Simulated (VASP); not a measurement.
A run of VASP 6.6.1 is set up as follows.

File INCAR:

```
PREC = Accurate
ENCUT = 520
EDIFF = 1E-6
ISMEAR = -1
SIGMA = 0.02
LREAL = F
LASPH = T
NELM = 60
ALGO = Normal
ISIF = 2
LWAVE = F
LCHARG = T
GGA = PE
LELF = T
LVHAR = T
NBANDS = 29
```

File KPOINTS:

```
Automatic mesh
0
Gamma
  6 6 6
```

The input POSCAR:

```
NaSnF3
1.0
    4.6327168189      0.0000000000      0.0000000000
    0.0000000000      4.6327168189      0.0000000000
    0.0000000000      0.0000000000      4.6327168189
Na Sn F
1 1 3
Direct
    0.0000000000      0.0000000000      0.0000000000
    0.5000000000      0.5000000000      0.5000000000
    0.5000000000      0.5000000000      0.0000000000
    0.5000000000      0.0000000000      0.5000000000
    0.0000000000      0.5000000000      0.5000000000
```

Potentials or basis: VASP PAW PBE potentials, release 64 (Na_pv, Sn_d, F).

Command:

```console
$ cat potpaw_PBE.64/Na_pv/POTCAR potpaw_PBE.64/Sn_d/POTCAR potpaw_PBE.64/F/POTCAR > POTCAR
$ mpirun -np 1 vasp_std > vasp.out
```

Task: What does it give for the band gap on the k mesh?

Result: 0.85 eV, indirect (least direct gap 1.81 eV).

Task: Predict the pressure.

Result: 1.5 GPa.

Caveat: spin-orbit coupling is left out, which moves the levels of the heavy elements. A k mesh can miss the band edges.
